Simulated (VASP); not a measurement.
A convergence study with VASP on Fe (bcc): one setting is varied, all else stays as given below, so the limit is that of these other settings.

```
Fe
1.0
   -1.43500     1.43500     1.43500
    1.43500    -1.43500     1.43500
    1.43500     1.43500    -1.43500
Fe
1
Direct
  0.00000   0.00000   0.00000
```
Starting moments (μB, in the order of the record's atoms Fe): 2.5.

All values below come from PBE GGA, VASP's PBE PAW potentials (set 64) (plane waves; VASP). The tightest run used: 550 eV cut-off, 24×24×24 Monkhorst-Pack mesh, first-order Methfessel-Paxton smearing of 0.10 eV, potentials Fe.

```json
[
 {"setting": "1×1×1 mesh", "E (eV/atom)": "-17.0237", "pressure (GPa)": "-10.57", "moment (μB)": "4.000", "irreducible k-points": "1"},
 {"setting": "2×2×2 mesh", "E (eV/atom)": "-7.5711", "pressure (GPa)": "-0.12", "moment (μB)": "2.000", "irreducible k-points": "2"},
 {"setting": "3×3×3 mesh", "E (eV/atom)": "-8.2828", "pressure (GPa)": "8.26", "moment (μB)": "2.963", "irreducible k-points": "4"},
 {"setting": "4×4×4 mesh", "E (eV/atom)": "-8.1541", "pressure (GPa)": "-7.32", "moment (μB)": "2.175", "irreducible k-points": "6"},
 {"setting": "5×5×5 mesh", "E (eV/atom)": "-8.1757", "pressure (GPa)": "-8.94", "moment (μB)": "2.089", "irreducible k-points": "10"},
 {"setting": "6×6×6 mesh", "E (eV/atom)": "-8.1982", "pressure (GPa)": "-12.10", "moment (μB)": "1.934", "irreducible k-points": "14"},
 {"setting": "7×7×7 mesh", "E (eV/atom)": "-8.2446", "pressure (GPa)": "-6.39", "moment (μB)": "2.321", "irreducible k-points": "20"},
 {"setting": "8×8×8 mesh", "E (eV/atom)": "-8.2428", "pressure (GPa)": "-8.49", "moment (μB)": "2.184", "irreducible k-points": "26"},
 {"setting": "9×9×9 mesh", "E (eV/atom)": "-8.2288", "pressure (GPa)": "-9.30", "moment (μB)": "2.127", "irreducible k-points": "35"},
 {"setting": "10×10×10 mesh", "E (eV/atom)": "-8.2372", "pressure (GPa)": "-5.20", "moment (μB)": "2.355", "irreducible k-points": "44"},
 {"setting": "11×11×11 mesh", "E (eV/atom)": "-8.2323", "pressure (GPa)": "-7.09", "moment (μB)": "2.255", "irreducible k-points": "56"},
 {"setting": "12×12×12 mesh", "E (eV/atom)": "-8.2296", "pressure (GPa)": "-7.99", "moment (μB)": "2.201", "irreducible k-points": "68"}
]
```

Problem. These are the cheaper rows. Estimate the results at 24×24×24 mesh, and how far the last row shown lies from them.

Solution. 
```
quantity        tightest run  last row shown is off by
--------------  ------------  ------------------------
E (eV/atom)          -8.2312                    0.0017
pressure (GPa)         -7.20                     -0.79
moment (μB)            2.243                    -0.042
```

Left out are rungs that failed or repeat a setting and relaxations that didn't move; long series are thinned to 24 rows.

The compound is Fe in the bcc structure. The cell was not relaxed at this level. The spin order is the one that the start imposed; others were not tried in this run.
